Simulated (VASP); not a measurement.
These are optB86b-vdW, VASP's PBE PAW potentials (set 64) (plane waves; VASP 6.6.1) values and carry that method's errors.

The input files of a VASP run:

**INCAR**
```
! general
SYSTEM   = YN
PREC     = Accurate
ENCUT    = 520
LREAL    = .FALSE.
LASPH    = .TRUE.

! electronic loop
EDIFF    = 1E-7
NELM     = 100
ALGO     = Normal
LMAXMIX  = 4

! smearing
ISMEAR   = 0
SIGMA    = 0.05

! functional
GGA      = MK
LUSE_VDW = .TRUE.
AGGAC    = 0.0
PARAM1   = 0.1234
PARAM2   = 1.0

! ions
ISIF     = 2

! output
LWAVE    = .FALSE.
LCHARG   = .FALSE.
```

**POSCAR**
```
YN
2.4153520
  0.0000000000   0.9999999380   0.9999999380
  0.9999999380   0.0000000000   0.9999999380
  0.9999999380   0.9999999380   0.0000000000
Y N
1 1
direct
  0.0000000000   0.0000000000   0.0000000000
  0.5000000000   0.5000000000   0.5000000000
```

KPOINTS:
```
Automatic mesh
0
Gamma
9 9 9
0 0 0
```

POTCAR, in this order: Y_sv N (PBE.64 set). Program: vasp_std.

### Question
Estimate the energy per atom (σ→0), pressure.

### Answer

energy per atom (σ→0): -716.2 kJ/mol of atoms
pressure: 5.39 GPa

### OSZICAR
```
...
DAV:  10    -0.148457693627E+02   -0.13357E-03   -0.58162E-04  1076   0.250E-01    0.607E-01
DAV:  11    -0.148459701594E+02   -0.20080E-03   -0.74735E-04   936   0.309E-01    0.894E-02
DAV:  12    -0.148459664636E+02    0.36958E-05   -0.78135E-05   976   0.816E-02    0.110E-01
DAV:  13    -0.148459658226E+02    0.64100E-06   -0.45942E-06  1120   0.193E-02    0.280E-02
DAV:  14    -0.148459657122E+02    0.11041E-06   -0.49826E-07  1008   0.711E-03    0.127E-02
DAV:  15    -0.148459655479E+02    0.16428E-06   -0.28208E-07   956   0.560E-03    0.708E-04
DAV:  16    -0.148459655500E+02   -0.20748E-08   -0.51007E-09   448   0.768E-04
   1 F= -.14845966E+02 E0= -.14845960E+02  d E =-.111165E-04
```

The compound is YN in the rock salt structure. This cell is one point of a volume scan, at 0.97 of the reference volume.
